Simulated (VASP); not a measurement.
```xyz
2
Lattice="0.0000 2.2928 2.2928 2.2928 0.0000 2.2928 2.2928 2.2928 0.0000" Properties=species:S:1:pos:R:3 pbc="T T T"
Ga     0.0000     0.0000     0.0000
N      1.1464     1.1464     1.1464
```

All values below come from SCAN meta-GGA, VASP's PBE PAW potentials (set 64) (plane waves; VASP). Run with 520 eV cut-off, 10×10×10 Γ-centred mesh, Gaussian smearing of 0.050 eV, potentials Ga_d N.

Question: The job: GaN (zinc blende), 2 atoms, SCAN, static run, 520 eV, 10×10×10 Γ-centred mesh. Roughly how much core time does it take on a busy server core?

Answer: About 3 core-minutes (one run on a shared machine, a rough figure). It had 47 irreducible k-points, 13 bands, up to 662 plane waves and 25 electronic steps.

The compound is GaN in the zinc blende structure, a metastable form; wurtzite is the usual one. This cell is one point of a volume scan, at 1.06 of the reference volume.
